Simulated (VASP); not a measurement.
# C (Diamond): time-dependent DFT spectra, part 2 of 4

Aim: the absorption of C (Diamond) from time-dependent DFT with and without exact exchange. The cell has space group Fd-3m. The start is a cell from a database of measured crystal structures.

VASP 6.6.1, plane waves and PAW; the level of theory is named at each step.

So far, lowest excitation (eV): step 4 (casida equation on LDA) 5.53.

### 5. Random-phase approximation on LDA

This step: RPA spectrum on LDA; plane waves and PAW (C) (VASP 6.6.1).

With the exchange-correlation kernel off, only the local fields remain: the random-phase approximation.

File INCAR:

```
SYSTEM = C
PREC = Accurate
ENCUT = 420
ISMEAR = 0
SIGMA = 0.01
LREAL = .FALSE.
GGA = CA
NBANDS = 20
ALGO = TDHF
NBANDSO = 4
NBANDSV = 4
OMEGAMAX = 25
NEDOS = 1000
CSHIFT = 0.1
PRECFOCK = Fast
LWAVE = .FALSE.
LCHARG = .FALSE.
ANTIRES = 0
LFXC = .FALSE.
LADDER = .FALSE.
```

File POSCAR:

```
C
1.0
    0.0000000000      1.7833700000      1.7833700000
    1.7833700000      0.0000000000      1.7833700000
    1.7833700000      1.7833700000      0.0000000000
C
2
Direct
    0.7500000000      0.7500000000      0.7500000000
    0.5000000000      0.5000000000      0.5000000000
```

File KPOINTS:

```
Automatic mesh
0
Gamma
6 6 6
0 0 0
```

Potentials, in the order of the species: C (PBE family, release 64).

Command:

```sh
mpirun -np 4 vasp_std
```

What it wrote:

```text
[banner, memory and clock lines left out]
 LDA part: xc-table for (Slater(with rela. corr.)+CA(PZ))
 , standard interpolation
 found WAVECAR, reading the header
 POSCAR, INCAR and KPOINTS ok, starting setup
 FFT: planning ... GRIDC
 FFT: planning ... GRID_SOFT
 FFT: planning ... GRID
 reading WAVECAR
 the WAVECAR file was read successfully
 initial charge from wavefunction
 available memory per node:    182.63 GB, setting MAXMEM to    187012

 Doing            0  frequencies on each core in blocks of            0
 parallelization over k-points
 Using distributed matrix
 Using distributed eigensolver
 allocating two-electron 4 orbital integral table    4    4    4    4
 BSE setting up matrix
 available memory per node:    182.60 GB, setting MAXMEM to    186984
 Calculate matrix elements of the BSE Hamiltonian:
 Workload is divided into blocks of two-electron 4 orbital integrals computed in
  parallel.
 Each block/integral has dimensions  of (   4,   4,   4,   4) orbitals
 Total number of blocks/integrals:                23436
 Number of spins:                                     1
 Number of kpoints:                                 216
 Spin channel:                                        1
  Number of blocks of unoccupied bands:               1
  Number of blocks of occupied bands:                 1
 Number of rows/columns of blocks:                  216

                                                        Time (sec)
               Integrals                 Ranks       Real         CPU
  [         1 -        864/     23436]     4         0.30        0.00
  [       865 -       1728/     23436]     4         0.59        0.00
  [      1729 -       2592/     23436]     4         0.88        0.00
  [      2593 -       3456/     23436]     4         1.19        0.00
  [      3457 -       4320/     23436]     4         1.49        0.00
  [      4321 -       5184/     23436]     4         1.79        0.00
  [      5185 -       6048/     23436]     4         2.08        0.00
  [      6049 -       6912/     23436]     4         2.37        0.00
  [      6913 -       7776/     23436]     4         2.67        0.00
  [      7777 -       8640/     23436]     4         2.96        0.00
  [      8641 -       9504/     23436]     4         3.26        0.00
  [      9505 -      10368/     23436]     4         3.56        0.00
  [     10369 -      11232/     23436]     4         3.88        0.00
  [     11233 -      12096/     23436]     4         4.19        0.00
  [     12097 -      12960/     23436]     4         4.48        0.00
  [     12961 -      13824/     23436]     4         4.78        0.00
  [     13825 -      14688/     23436]     4         5.08        0.00
  [     14689 -      15552/     23436]     4         5.37        0.00
  [     15553 -      16416/     23436]     4         5.67        0.00
  [     16417 -      17280/     23436]     4         5.96        0.00
  [     17281 -      18144/     23436]     4         6.25        0.00
  [     18145 -      19008/     23436]     4         6.54        0.00
  [     19009 -      19872/     23436]     4         6.83        0.00
  [     19873 -      20736/     23436]     4         7.12        0.00
  [     20737 -      21600/     23436]     4         7.42        0.00
  [     21601 -      22464/     23436]     4         7.71        0.00
  [     22465 -      23328/     23436]     4         8.00        0.00
  [     23329 -      23436/     23436]     4         8.08        0.00

[... 7 parts as in an earlier step ...]
```

Elapsed: 16 s, on 4 MPI ranks of AMD EPYC 7R43, shared host; peak memory 0.74 GiB.

OUTCAR, selected parts (step 5):

```text
   NELECT =       8.0000    total number of electrons

 E-fermi :  11.5719

[... 9 parts as in an earlier step ...]

[... 1 further part left out ...]
```

This step gave:

```
lowest excitation : 5.535 eV
```

The imaginary dielectric function, xx has structure finer than the step of the table below, so its rows give means over 1 eV, whole bins alone (the curve runs from 0 to 25 eV). Peaks (eV: height): 5.6: 7.64, 7.9: 12.5, 9.8: 16.0, 11.0: 58.0, 16.0: 14.5.

From 4 filled and 4 empty bands alone, without any pair above OMEGAMAX = 25 eV, so strength is missing wherever others contribute; lines are broadened by CSHIFT, which also makes the tail under the first line. Table of imaginary dielectric function, xx by photon energy; means over each step:

| photon energy (eV) | imaginary dielectric function, xx |
| --- | --- |
| 1 | 0.00992 |
| 2 | 0.0219 |
| 3 | 0.0400 |
| 4 | 0.0815 |
| 5 | 0.952 |
| 6 | 1.56 |
| 7 | 1.82 |
| 8 | 5.90 |
| 9 | 3.78 |
| 10 | 8.30 |
| 11 | 25.4 |
| 12 | 4.85 |
| 13 | 3.50 |
| 14 | 3.21 |
| 15 | 6.79 |
| 16 | 8.77 |
| 17 | 3.99 |
| 18 | 1.85 |
| 19 | 1.90 |
| 20 | 0.828 |
| 21 | 0.600 |
| 22 | 0.826 |
| 23 | 0.806 |
| 24 | 0.293 |

The lowest excitation lies at 5.535 eV, +2 meV against the direct gap of these orbitals. It is dark; the first state with over 2 % of the strongest strength among the lowest 40 lies at 5.539 eV. Peak heights aren't converged with the mesh, least of all at the onset.

### 6. Orbitals for ground state at B3LYP

This step: LDA; plane waves and PAW (C) (VASP 6.6.1).

A hybrid converges faster from good orbitals, so a cheap LDA run writes WAVECAR first.

File INCAR:

```
SYSTEM = C
PREC = Accurate
ENCUT = 420
EDIFF = 1E-05
NELM = 100
ISMEAR = 0
SIGMA = 0.01
LREAL = .FALSE.
ALGO = Normal
GGA = CA
NBANDS = 10
LORBIT = 11
LWAVE = .TRUE.
LCHARG = .FALSE.
KPAR = 4
```

POSCAR is that of step 5.

KPOINTS is that of step 5.

Command:

```sh
mpirun -np 4 vasp_std
```

What it wrote:

```text
[banner, memory and clock lines left out]
running    4 mpi-ranks, on    1 nodes
 distrk:  each k-point on    1 cores,    4 groups
 distr:  one band on    1 cores,    1 groups

 POSCAR found type information on POSCAR C
 POSCAR found :  1 types and       2 ions
 [... a notice as in an earlier step ...]

 LDA part: xc-table for (Slater(with rela. corr.)+CA(PZ))
 , standard interpolation
 POSCAR, INCAR and KPOINTS ok, starting setup
 FFT: planning ... GRIDC
 FFT: planning ... GRID_SOFT
 FFT: planning ... GRID
 WAVECAR not read
 entering main loop
       N       E                     dE             d eps       ncg     rms          rms(c)
[... 8 cycles as in an earlier step ...]
DAV:   9    -0.202537949679E+02    0.93797E-05   -0.27062E-05   350   0.423E-02
   1 F= -.20253795E+02 E0= -.20253795E+02  d E =-.973611E-18
 writing wavefunctions
```

Wall time 1.2 s (4 MPI ranks); peak memory 0.27 GiB.

Parts of OUTCAR (step 6):

```text
   NELECT =       8.0000    total number of electrons

 E-fermi :   9.5712

 k-point     1 :       0.0000    0.0000    0.0000
  band No.  band energies     occupation
      1     -11.8273      2.00000
      2       9.5146      2.00000
      3       9.5146      2.00000
      4       9.5146      2.00000
      5      15.0477      0.00000
      6      15.0477      0.00000
      7      15.0477      0.00000
      8      23.0678      0.00000
      9      28.5010      0.00000
    ...

  Total       -0.9940016     -0.9940016     -0.9940016     -0.0000000      0.0000000     -0.0000000
  in kB     -140.3922975   -140.3922975   -140.3922975     -0.0000000      0.0000000     -0.0000000
  external PRESSURE =    -140.3922975 kB  Pullay stress =       0.0000000 kB

  FREE ENERGIE OF THE ION-ELECTRON SYSTEM (eV)
  ---------------------------------------------------
  free  energy   TOTEN  =       -20.2537949679 eV

  energy  without entropy=      -20.2537949679  energy(sigma->0) =      -20.25379497

[... 11 parts as in an earlier step ...]

[... 7 further parts left out ...]
```

This step gave:

```yaml
fermi_energy: 9.571 eV
pressure: -14.04 GPa
```

The run ends at a pressure of -14.04 GPa.

### 7. Ground state at B3LYP

This step: B3LYP; plane waves and PAW (C) (VASP 6.6.1).

The orbitals come from a self-consistent B3LYP run. EDIFF is tight for accurate orbitals, and a narrow smearing avoids fractional occupations.

File INCAR:

```
SYSTEM = C
PREC = Accurate
ENCUT = 420
EDIFF = 1E-08
NELM = 100
ISMEAR = 0
SIGMA = 0.01
LREAL = .FALSE.
ALGO = Normal
LHFCALC = .TRUE.
AEXX = 0.2
GGA = B3
AGGAX = 0.72
AGGAC = 0.81
ALDAC = 0.19
LASPH = .TRUE.
NBANDS = 10
PRECFOCK = Fast
LORBIT = 11
LWAVE = .TRUE.
LCHARG = .FALSE.
KPAR = 4
```

POSCAR is that of step 6.

KPOINTS is that of step 6.

The run starts from files that an earlier step left in the folder.

Command:

```sh
mpirun -np 4 vasp_std
```

What it wrote:

```text
[banner, memory and clock lines left out]
running    4 mpi-ranks, on    1 nodes
 distrk:  each k-point on    1 cores,    4 groups
 distr:  one band on    1 cores,    1 groups

 POSCAR found type information on POSCAR C
 POSCAR found :  1 types and       2 ions
 [... a notice as in an earlier step ...]

 LDA part: xc-table for (Slater(with rela. corr.)+VWN3), standard interpolation
 found WAVECAR, reading the header
 POSCAR, INCAR and KPOINTS ok, starting setup
 FFT: planning ... GRIDC
 FFT: planning ... GRID_SOFT
 FFT: planning ... GRID
 reading WAVECAR
 the WAVECAR file was read successfully
 initial charge from wavefunction
 entering main loop
       N       E                     dE             d eps       ncg     rms          rms(c)
DAV:   1    -0.201495780571E+02   -0.20150E+02   -0.49684E-01   320   0.523E+00    0.534E-01
DAV:   2    -0.201527214387E+02   -0.31434E-02   -0.10335E-02   340   0.948E-01    0.343E-01
DAV:   3    -0.201506692313E+02    0.20522E-02   -0.88401E-04   336   0.231E-01    0.201E-01
DAV:   4    -0.201500832483E+02    0.58598E-03   -0.44588E-04   336   0.158E-01    0.118E-01
DAV:   5    -0.201499343359E+02    0.14891E-03   -0.12960E-04   340   0.853E-02    0.712E-02
DAV:   6    -0.201498960009E+02    0.38335E-04   -0.31717E-05   344   0.415E-02    0.430E-02
DAV:   7    -0.201498860725E+02    0.99283E-05   -0.76506E-06   342   0.202E-02    0.259E-02
DAV:   8    -0.201498836483E+02    0.24242E-05   -0.20202E-06   356   0.106E-02    0.155E-02
DAV:   9    -0.201498831876E+02    0.46069E-06   -0.52184E-07   366   0.545E-03    0.929E-03
DAV:  10    -0.201498831976E+02   -0.10012E-07   -0.14483E-07   366   0.296E-03    0.552E-03
DAV:  11    -0.201498832875E+02   -0.89916E-07   -0.41847E-08   332   0.165E-03    0.327E-03
DAV:  12    -0.201498833661E+02   -0.78517E-07   -0.12660E-08   162   0.962E-04    0.195E-03
DAV:  13    -0.201498834201E+02   -0.54078E-07   -0.44322E-09   162   0.627E-04    0.115E-03
DAV:  14    -0.201498834541E+02   -0.33997E-07   -0.14183E-09   160   0.373E-04    0.671E-04
DAV:  15    -0.201498834748E+02   -0.20671E-07   -0.48695E-10   160   0.227E-04    0.393E-04
DAV:  16    -0.201498834869E+02   -0.12121E-07   -0.17554E-10   160   0.140E-04    0.231E-04
DAV:  17    -0.201498834941E+02   -0.71564E-08   -0.63251E-11   160   0.859E-05
   1 F= -.20149883E+02 E0= -.20149883E+02  d E =-.387491E-16
 writing wavefunctions
```

Run time: 36 s. Hardware: 4 MPI ranks; peak memory 0.32 GiB.

From OUTCAR (step 7):

```text
   k-points           NKPTS =     16   k-points in BZ     NKDIM =    216   number of bands    NBANDS=     10

   NELECT =       8.0000    total number of electrons

  exchange ACFDT corr.  =         0.00000000  see jH, gK, PRB 81, 115126

 E-fermi :   9.0560

 k-point     1 :       0.0000    0.0000    0.0000
  band No.  band energies     occupation
      1     -13.8663      2.00000
      2       9.0027      2.00000
      3       9.0027      2.00000
      4       9.0028      2.00000
      5      16.4732      0.00000
      6      16.4732      0.00000
      7      16.4733      0.00000
      8      24.6514      0.00000
      9      30.6806      0.00000
    ...

 POSITION                                       TOTAL-FORCE (eV/Angst)
 -----------------------------------------------------------------------------------
      2.67505      2.67505      2.67505         0.000000      0.000000      0.000000
      1.78337      1.78337      1.78337        -0.000000     -0.000000     -0.000000
 -----------------------------------------------------------------------------------
    total drift:                               -0.000000      0.000000     -0.000000

  FREE ENERGIE OF THE ION-ELECTRON SYSTEM (eV)
  ---------------------------------------------------
  free  energy   TOTEN  =       -20.1498834941 eV

  energy  without entropy=      -20.1498834941  energy(sigma->0) =      -20.14988349

[... 8 parts as in an earlier step ...]

[... 8 further parts left out ...]
```

The PAW data sets were made with PBE, which is usual practice but a small mismatch for other functionals.

This step gave:

* free energy (TOTEN): -20.15 eV
* Fermi energy: 9.056 eV
* gap on the k-mesh: 6.022 eV
* least direct gap on the k-mesh: 7.470 eV

### 8. Empty bands, functional B3LYP

ALGO = Exact diagonalises the converged Hamiltonian in one step, and LOPTICS writes the k-derivatives of the orbitals (WAVEDER), which give the transition dipoles.

File INCAR:

```
SYSTEM = C
PREC = Accurate
ENCUT = 420
ISMEAR = 0
SIGMA = 0.01
LREAL = .FALSE.
LHFCALC = .TRUE.
AEXX = 0.2
GGA = B3
AGGAX = 0.72
AGGAC = 0.81
ALDAC = 0.19
LASPH = .TRUE.
NBANDS = 20
PRECFOCK = Fast
ALGO = Exact
NELM = 1
LWAVE = .TRUE.
LCHARG = .FALSE.
LOPTICS = .TRUE.
NEDOS = 1000
CSHIFT = 0.1
```

POSCAR is that of step 7.

KPOINTS is that of step 7.

The WAVECAR or CHGCAR of an earlier step is read.

Command:

```sh
mpirun -np 4 vasp_std
```

What it wrote:

```text
[banner, memory and clock lines left out]
running    4 mpi-ranks, on    1 nodes
[...]
[... a notice as in an earlier step ...]

 LDA part: xc-table for (Slater(with rela. corr.)+VWN3), standard interpolation
 found WAVECAR, reading the header
  number of bands has changed, file:    10 present:    20
  trying to continue reading WAVECAR, but it might fail
 POSCAR, INCAR and KPOINTS ok, starting setup
[...]
reading WAVECAR
 random initialization beyond band           10
 the WAVECAR file was read successfully
 initial charge from wavefunction
 entering main loop
       N       E                     dE             d eps       ncg     rms          rms(c)
DIA:   1    -0.201498835050E+02   -0.20150E+02    0.00000E+00     0   0.000E+00
   1 F= -.20149884E+02 E0= -.20149884E+02  d E =-.119804E-18
 writing wavefunctions
 optical routines
 imaginary and real dielectric function
 recalculating local potential from charge density
 direction            1
 direction            2
 direction            3
```

Elapsed: 47 s, on 4 MPI ranks; peak memory 0.32 GiB.

From OUTCAR (step 8):

```text
 POSITION                                       TOTAL-FORCE (eV/Angst)
 -----------------------------------------------------------------------------------
      2.67505      2.67505      2.67505         0.000000      0.000000      0.000000
      1.78337      1.78337      1.78337        -0.000000     -0.000000     -0.000000
 -----------------------------------------------------------------------------------
    total drift:                               -0.000000      0.000000      0.000000

  FREE ENERGIE OF THE ION-ELECTRON SYSTEM (eV)
  ---------------------------------------------------
  free  energy   TOTEN  =       -20.1498835050 eV

  energy  without entropy=      -20.1498835050  energy(sigma->0) =      -20.14988350

[... 2 parts as in an earlier step ...]

[... 1 further part left out ...]
[key lines of the parts left out:]
E-fermi :   9.0612
```

(Part 2 of 4 ends here.)

[Lines on the potential files, build, host, timing and source positions are cut from VASP's logs without a mark.]

[Logs are printed without paths, hosts, clocks, repeated set-up lines and the standing remarks that a program may print on its own settings, such as how far it seeks lower states.]

[Hosts, paths, dates, database ids (printed as entryN), source tags and the programs' standing remarks are cut or masked in the printed files.]

[Pressures printed for these runs are not shown converged in the cutoff: they can be off by several GPa and have the wrong sign.]
